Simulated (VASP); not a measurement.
Given:

```
CELL_PARAMETERS angstrom
     -1.52614     1.52614     1.52614
      1.52614    -1.52614     1.52614
      1.52614     1.52614    -1.52614
ATOMIC_POSITIONS crystal
  Pd 0.00000 0.00000 0.00000
```

Calculation: LDA (Ceperley-Alder, Perdew-Zunger), VASP's LDA PAW potentials (set 64) (plane waves; VASP 6.6.1). Run with 400 eV cut-off, 15×15×15 Γ-centred mesh, first-order Methfessel-Paxton smearing of 0.10 eV, potentials Pd.

Problem. Predict the energy per atom (σ→0), band gap (on the k-mesh) with the smallest direct gap where there is one.

Solution. 
| Property | Result |
|---|---|
| band gap (on the k-mesh) | none (metal, semimetal or under 0.01 eV) |
| energy per atom (σ→0) | -6.441 eV/atom |

The structure comes from a computed database's Pd entry (Im-3m); how it stands against other phases isn't given here. It was relaxed first, which changed the volume by -9 %. The start is the result of an earlier pass.
